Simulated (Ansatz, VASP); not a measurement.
Given: the input of a run of Ansatz 0.2.0 on HfB. 

Contents of input.yaml:

```yaml
crystal:
  lattice:
    - [0.0, 2.31, 2.31]
    - [2.31, 0.0, 2.31]
    - [2.31, 2.31, 0.0]
  atoms:
    - { symbol: Hf, position: [0.5, 0.5, 0.5] }
    - { symbol: B, position: [0.0, 0.0, 0.0] }
hamiltonian:
  xc: pbesol
  pseudopotentials: { kind: paw }
kpoints:
  mp_grid: { grid: [10, 10, 10] }
scf:
  occupations: { method: gaussian, width: 0.1 }
output:
  forces: true
  stress: true
  eigenvalues: true
```

Potentials or basis: Ansatz PAW.

The run is started by

```sh
$ ansatz run input.yaml --threads 1 --pin off --max-ram 3584MiB --backend cpu --events-out ev --progress --plain --runs-dir out
```

Set up the same calculation for VASP 6.6.1. Potentials or basis there: PBE PAW files B, Hf_pv, 520 eV.

As run (cutoffs and basis follow the program's own potentials, and thresholds, step limits or extra output files can differ):

Contents of INCAR:

```
SYSTEM = HfB
PREC     = Accurate       ! precision mode
ENCUT    = 520            ! plane-wave cutoff, eV
EDIFF    = 1E-7           ! SCF threshold, eV
ISMEAR   = 0              ! smearing method
SIGMA    = 0.1            ! smearing width, eV
LREAL    = .False.        ! projectors in reciprocal space
LASPH    = .True.         ! aspherical terms in the spheres
NELM     = 60             ! most SCF steps
ALGO     = Normal         ! electronic algorithm
ISIF     = 2              ! what is computed and relaxed
LWAVE    = .False.        ! write WAVECAR
LCHARG   = .True.         ! write CHGCAR
GGA      = PS             ! functional
LELF     = .True.         ! ELF
LVHAR    = .True.
```

The input KPOINTS:

```
regular mesh
0
Gamma
  10 10 10
  0 0 0
```

POSCAR

```
HfB
1.0
    0.0000000000      2.3100000000      2.3100000000
    2.3100000000      0.0000000000      2.3100000000
    2.3100000000      2.3100000000      0.0000000000
Hf B
1 1
Direct
    0.5000000000      0.5000000000      0.5000000000
    0.0000000000      0.0000000000      0.0000000000
```

Potentials or basis: VASP PAW PBE potentials, release 64 (Hf_pv, B).

Command:

```sh
$ cat potpaw_PBE.64/Hf_pv/POTCAR potpaw_PBE.64/B/POTCAR > POTCAR
$ mpirun -np 1 vasp_std > vasp.out
```

Both were run:

|  | Ansatz | VASP |
| --- | --- | --- |
| Pressure | 23.2 GPa | 24.3 GPa |

Ansatz's pressure holds a Pulay term of +0.13 GPa for its cutoff of 420 eV, which the other run lacks.

The potentials hold 29 and 13 valence electrons a cell.

Ansatz's potentials were made for PBE. VASP's potentials were made for PBE.

Where Ansatz's input types no cutoff or centring, it takes its own default and a Γ-centred mesh.

The two runs disagree by more than potentials and bases usually give (in gap, levels, pressure or energy); the cause wasn't traced.

The cell lies far from this level's equilibrium.

Pressure is positive in compression.
